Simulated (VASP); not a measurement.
VASP ran on this input.

**KPOINTS**
```
Automatic mesh
0
Gamma
14 14 14
0 0 0
```

### POSCAR
```
CdO
1
    0.0000000000     2.2058042347     2.2058042347
    2.2058042347     0.0000000000     2.2058042347
    2.2058042347     2.2058042347    -0.0000000000
Cd O
1 1
Direct
  0.0000000000   0.0000000000   1.0000000000
  0.5000000000   0.5000000000   0.5000000000
```

**INCAR**
```
SYSTEM = CdO
PREC = Accurate
ENCUT = 620
EDIFF = 1E-6
NELM = 100
ALGO = Normal
LREAL = .FALSE.
LASPH = .TRUE.
ISMEAR = 1
SIGMA = 0.1
GGA = PS
LMAXMIX = 4
LWAVE = .FALSE.
LCHARG = .FALSE.
IBRION = 2
ISIF = 3
NSW = 40
EDIFFG = -0.02
PSTRESS = 450
```

POTCAR, in this order: Cd O (PBE.64 set). Program: vasp_std.

Q: Write an equivalent input for Quantum ESPRESSO's pw.x.

A: One equivalent input (not run):
```
&CONTROL
  calculation = 'vc-relax'
  pseudo_dir = './pseudo'
  outdir = './out'
  tprnfor = .true.
  tstress = .true.
  nstep = 40
  forc_conv_thr = 0.00078
/
&SYSTEM
  ibrav = 0
  nat = 2
  ntyp = 2
  ecutwfc = 102
  occupations = 'smearing'
  smearing = 'methfessel-paxton'
  degauss = 0.00735
  input_dft = 'pbesol'
/
&ELECTRONS
  conv_thr = 7.3e-08
  electron_maxstep = 100
/
&IONS
/
&CELL
  press = 450
/
ATOMIC_SPECIES
  Cd 112.414 Cd.upf
  O 15.999 O.upf
CELL_PARAMETERS angstrom
     0.0000000    2.2058042    2.2058042
     2.2058042    0.0000000    2.2058042
     2.2058042    2.2058042   -0.0000000
ATOMIC_POSITIONS crystal
  Cd   0.0000000  0.0000000  1.0000000
  O    0.5000000  0.5000000  0.5000000
K_POINTS automatic
  14 14 14 0 0 0
```
What does not carry over: the potentials are each code's own (VASP's PAW set, PseudoDojo norm-conserving files in pw.x), so ENCUT and ecutwfc are chosen apart and not converted; conv_thr bounds pw.x's estimated SCF error, while EDIFF bounds the energy change between steps; forc_conv_thr acts on force components and is met together with etot_conv_thr.

The compound is CdO in the rock salt structure. It was relaxed first under an external pressure of 45 GPa.
